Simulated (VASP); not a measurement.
All values below come from optB88-vdW, VASP's PBE PAW potentials (set 64) (plane waves; VASP).

The input files of a VASP run:

INCAR:
```
! general
SYSTEM   = PbF2
PREC     = Accurate
ENCUT    = 520
LREAL    = .FALSE.
LASPH    = .TRUE.

! electronic loop
EDIFF    = 1E-7
NELM     = 100
ALGO     = Normal
LMAXMIX  = 4

! smearing
ISMEAR   = 0
SIGMA    = 0.05

! functional
GGA      = BO
LUSE_VDW = .TRUE.
AGGAC    = 0.0
PARAM1   = 0.1833333333
PARAM2   = 0.22

! ions
ISIF     = 2

! output
LWAVE    = .FALSE.
LCHARG   = .FALSE.
```

KPOINTS:
```
Automatic mesh
0
Gamma
7 7 7
0 0 0
```

File POSCAR:
```
PbF2
2.9722290
  0.0000000000   1.0000000439   1.0000000439
  1.0000000439   0.0000000000   1.0000000439
  1.0000000439   1.0000000439   0.0000000000
Pb F
1 2
Direct
  0.0000000000   0.0000000000   0.0000000000
  0.2500000000   0.2500000000   0.2500000000
  0.7500000000   0.7500000000   0.7500000000
```

POTCAR, in this order: Pb_d F (PBE.64 set). Program: vasp_std.

Output

OSZICAR:
```
       N       E                     dE             d eps       ncg     rms          rms(c)
DAV:   1     0.311737507915E+03    0.31174E+03   -0.15060E+04   720   0.176E+03
DAV:   2     0.176207103830E+02   -0.29412E+03   -0.28398E+03   822   0.462E+02
DAV:   3    -0.883180925013E+01   -0.26453E+02   -0.26191E+02   834   0.152E+02
DAV:   4    -0.965119729535E+01   -0.81939E+00   -0.81883E+00   762   0.282E+01
DAV:   5    -0.967884242982E+01   -0.27645E-01   -0.27644E-01   832   0.534E+00    0.847E+00
DAV:   6    -0.753103264362E+01    0.21478E+01   -0.11529E+01   930   0.284E+01    0.272E+00
DAV:   7    -0.751644654934E+01    0.14586E-01   -0.49809E-01   724   0.487E+00    0.154E+00
DAV:   8    -0.750027733139E+01    0.16169E-01   -0.11333E-01   726   0.418E+00    0.498E-01
DAV:   9    -0.749727002055E+01    0.30073E-02   -0.18877E-02   854   0.111E+00    0.973E-02
DAV:  10    -0.749772424559E+01   -0.45423E-03   -0.77030E-04   720   0.277E-01    0.231E-02
DAV:  11    -0.749771720748E+01    0.70381E-05   -0.51820E-05   842   0.641E-02    0.640E-03
DAV:  12    -0.749771768753E+01   -0.48005E-06   -0.31311E-06   744   0.146E-02    0.132E-03
DAV:  13    -0.749771771197E+01   -0.24445E-07   -0.16807E-07   736   0.511E-03
   1 F= -.74977177E+01 E0= -.74977177E+01  d E =-.260428E-12
```

### OUTCAR
```
------------------------ aborting loop because EDIFF is reached ----------------------------------------
  FORCE on cell =-STRESS in cart. coord.  units (eV):
  Direction    XX          YY          ZZ          XY          YZ          ZX
  --------------------------------------------------------------------------------------
  Total        0.0303410      0.0303410      0.0303410      0.0000000      0.0000000      0.0000000
  in kB        0.9256854      0.9256854      0.9256854      0.0000000      0.0000000      0.0000000
  external PRESSURE =       0.9256854 kB  Pullay stress =       0.0000000 kB
  volume of cell :       52.51
      direct lattice vectors                 reciprocal lattice vectors
     0.000000000  2.972229131  2.972229131    -0.168223908  0.168223908  0.168223908
     2.972229131  0.000000000  2.972229131     0.168223908 -0.168223908  0.168223908
     2.972229131  2.972229131  0.000000000     0.168223908  0.168223908 -0.168223908
 POSITION                                       TOTAL-FORCE (eV/Angst)
 -----------------------------------------------------------------------------------
      0.00000      0.00000      0.00000         0.000000     -0.000000      0.000000
      1.48611      1.48611      1.48611         0.000000      0.000000      0.000000
      4.45834      4.45834      4.45834        -0.000000     -0.000000     -0.000000
 -----------------------------------------------------------------------------------
    total drift:                                0.000000     -0.000000      0.000000
  FREE ENERGIE OF THE ION-ELECTRON SYSTEM (eV)
  ---------------------------------------------------
  free  energy   TOTEN  =        -7.4977177120 eV

  energy  without entropy=       -7.4977177120  energy(sigma->0) =       -7.49771771
```
(Selected blocks of OUTCAR.)

The compound is PbF2 in the fluorite structure, the β form. It was relaxed first.
